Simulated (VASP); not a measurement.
Level of theory: PBE GGA, VASP's PBE PAW potentials (set 64) (plane waves; VASP 6.6.1).

A VASP calculation is set up with these files.

KPOINTS:
```
Regular mesh
0
G
 1 1 1
0 0 0
```

### INCAR
```
SYSTEM = Sn3Pt
PREC = Accurate
ENCUT = 300
EDIFF = 1E-6
NELM = 100
ALGO = Normal
LREAL = .FALSE.
LASPH = .TRUE.
ISMEAR = -1
SIGMA = 0.1
GGA = PE
LMAXMIX = 6
LWAVE = .FALSE.
LCHARG = .FALSE.
ISIF = 2
```

File POSCAR:
```
Sn3Pt
1
   -2.0389170000     2.0389170000     4.5415720000
    2.0389170000    -2.0389170000     4.5415720000
    2.0389170000     2.0389170000    -4.5415720000
Sn Pt
3 1
Direct
  0.5000000000   0.5000000000   0.0000000000
  0.7500000000   0.2500000000   0.5000000000
  0.2500000000   0.7500000000   0.5000000000
  0.0000000000   0.0000000000   0.0000000000
```

POTCAR, in this order: Sn_d Pt (PBE.64 set). Program: vasp_std.

Output

OSZICAR:
```
       N       E                     dE             d eps       ncg     rms          rms(c)
DAV:   1     0.398852499040E+03    0.39885E+03   -0.18332E+04    69   0.200E+03
DAV:   2     0.409257943477E+02   -0.35793E+03   -0.35179E+03    62   0.476E+02
DAV:   3    -0.468576694439E+01   -0.45612E+02   -0.44857E+02    69   0.165E+02
DAV:   4    -0.627901905758E+01   -0.15933E+01   -0.15827E+01    76   0.351E+01
DAV:   5    -0.632216044391E+01   -0.43141E-01   -0.43141E-01    77   0.503E+00    0.131E+01
DAV:   6    -0.822431515697E+01   -0.19022E+01   -0.66852E+01    77   0.348E+01    0.234E+01
DAV:   7    -0.523710408054E+01    0.29872E+01   -0.22691E+00    77   0.164E+01    0.988E+00
DAV:   8    -0.501298160961E+01    0.22412E+00   -0.40351E+00    62   0.125E+01    0.451E+00
DAV:   9    -0.548582211123E+01   -0.47284E+00   -0.11195E+01    77   0.122E+01    0.872E+00
DAV:  10    -0.497299107116E+01    0.51283E+00   -0.10872E-01    93   0.816E+00    0.414E+00
DAV:  11    -0.487465490288E+01    0.98336E-01   -0.64637E-01    77   0.490E+00    0.486E-01
DAV:  12    -0.487723905369E+01   -0.25842E-02   -0.90540E-03    70   0.683E-01    0.338E-01
DAV:  13    -0.487702931424E+01    0.20974E-03   -0.52553E-04    78   0.399E-01    0.153E-01
DAV:  14    -0.487693846099E+01    0.90853E-04   -0.11891E-04    62   0.938E-02    0.484E-02
DAV:  15    -0.487693660784E+01    0.18531E-05   -0.11833E-05    62   0.334E-02    0.233E-02
DAV:  16    -0.487693383428E+01    0.27736E-05   -0.14940E-06    53   0.226E-02    0.616E-03
DAV:  17    -0.487693378260E+01    0.51681E-07   -0.34769E-07    38   0.679E-03
   1 F= -.48769338E+01 E0= -.46005166E+01  d E =-.552834E+00
```

### OUTCAR
```
------------------------ aborting loop because EDIFF is reached ----------------------------------------
  FORCE on cell =-STRESS in cart. coord.  units (eV):
  Direction    XX          YY          ZZ          XY          YZ          ZX
  --------------------------------------------------------------------------------------
  Total       19.3135253     19.3135253     38.8182415      0.0000000      0.0000000      0.0000000
  in kB      409.7385700    409.7385700    823.5332746      0.0000000      0.0000000      0.0000000
  external PRESSURE =     547.6701382 kB  Pullay stress =       0.0000000 kB
  volume of cell :       75.52
      direct lattice vectors                 reciprocal lattice vectors
    -2.038917000  2.038917000  4.541572000     0.000000000  0.245228227  0.110094038
     2.038917000 -2.038917000  4.541572000     0.245228227  0.000000000  0.110094038
     2.038917000  2.038917000 -4.541572000     0.245228227  0.245228227  0.000000000
 POSITION                                       TOTAL-FORCE (eV/Angst)
 -----------------------------------------------------------------------------------
      0.00000      0.00000      4.54157         0.000000     -0.000000     -0.000000
     -0.00000      2.03892      2.27079        -0.000000      0.000000      0.000000
      2.03892     -0.00000      2.27079         0.000000      0.000000     -0.000000
      0.00000      0.00000      0.00000         0.000000     -0.000000     -0.000000
 -----------------------------------------------------------------------------------
    total drift:                                0.000000     -0.000000      0.000000
  FREE ENERGIE OF THE ION-ELECTRON SYSTEM (eV)
  ---------------------------------------------------
  free  energy   TOTEN  =        -4.8769337826 eV

  energy  without entropy=       -4.3240993482  energy(sigma->0) =       -4.60051657
```
(Selected blocks of OUTCAR.)

At this cut-off the stress carries a Pulay error, which pulls relaxed volumes low.

The structure was generated: Sn3Pt was put into an ordered model structure, which need not be its known phase. The cell was not relaxed at this level. The k-mesh is coarse (spacing up to 2.18 per Å, 2π included), so the numbers may not be converged in it. The run is one of a series of settings (KPOINTS 1×1×1 Γ-centred mesh against the base run), some of them coarse on purpose.
